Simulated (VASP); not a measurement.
Input for VASP

INCAR:
```
# general
SYSTEM   =  Be3CdS4
PREC     =  Accurate
ENCUT    =  400
LREAL    =  .FALSE.   # projection in real space or not
LASPH    =  .TRUE.

# electronic loop
EDIFF    =  1E-6   # SCF stop (eV)
NELM     =  100   # most electronic steps
ALGO     =  Normal   # blocked Davidson
LMAXMIX  =  4   # l cut-off of mixed one-centre charges

# smearing
ISMEAR   =  0
SIGMA    =  0.05

# functional
GGA      =  PS   # PBEsol

# ions
IBRION   =  2
NSW      =  60
ISIF     =  3   # ions, shape and volume
EDIFFG   =  -0.02   # ionic stop

# output
LWAVE    =  .FALSE.
LCHARG   =  .FALSE.
```

### POSCAR
```
Be3CdS4
1
   -0.0379841393     5.0861373506     5.1611628002
    5.0861373506    -0.0379841393     5.1611628002
    2.5240766056     2.5240766056     0.0000000000
Cd S Be
1 4 3
Direct
  0.9953593975   0.9953593975   0.0092812051
  0.1537620143   0.1537620143   0.1924759715
  0.1376197153   0.5885039555   0.2738763292
  0.5885039555   0.1376197153   0.2738763292
  0.6246399247   0.6246399247   0.2507201507
  0.0026122687   0.4990529027   0.9983348285
  0.4990529027   0.0026122687   0.9983348285
  0.4984498213   0.4984498213   0.0031003573
```

KPOINTS:
```
Automatic
0
G
 4 4 7
0 0 0
```

POTCAR, in this order: Cd S Be (PBE.64 set). Program: vasp_std.

Write an equivalent input for Quantum ESPRESSO's pw.x.

One equivalent input (not run):
```
&CONTROL
  calculation = 'vc-relax'
  pseudo_dir = './pseudo'
  outdir = './out'
  tprnfor = .true.
  tstress = .true.
  nstep = 60
  forc_conv_thr = 0.00078
/
&SYSTEM
  ibrav = 0
  nat = 8
  ntyp = 3
  ecutwfc = 102
  occupations = 'smearing'
  smearing = 'gaussian'
  degauss = 0.003675
  input_dft = 'pbesol'
/
&ELECTRONS
  conv_thr = 7.3e-08
  electron_maxstep = 100
/
&IONS
/
&CELL
/
ATOMIC_SPECIES
  Cd 112.414 Cd.upf
  S 32.060 S.upf
  Be 9.012 Be.upf
CELL_PARAMETERS angstrom
    -0.0379841    5.0861374    5.1611628
     5.0861374   -0.0379841    5.1611628
     2.5240766    2.5240766    0.0000000
ATOMIC_POSITIONS crystal
  Cd   0.9953594  0.9953594  0.0092812
  S    0.1537620  0.1537620  0.1924760
  S    0.1376197  0.5885040  0.2738763
  S    0.5885040  0.1376197  0.2738763
  S    0.6246399  0.6246399  0.2507202
  Be   0.0026123  0.4990529  0.9983348
  Be   0.4990529  0.0026123  0.9983348
  Be   0.4984498  0.4984498  0.0031004
K_POINTS automatic
  4 4 7 0 0 0
```
Limits of the translation: the potentials are each code's own (VASP's PAW set, PseudoDojo norm-conserving files in pw.x), so ENCUT and ecutwfc are chosen apart and not converted; conv_thr bounds pw.x's estimated SCF error, while EDIFF bounds the energy change between steps; forc_conv_thr acts on force components and is met together with etot_conv_thr.

The structure was generated: Be3CdS4 was put into an ordered model structure (Amm2), which need not be its known phase. This run relaxes it. Symmetry was kept, so distortions that lower it aren't found. The start is the result of an earlier pass.
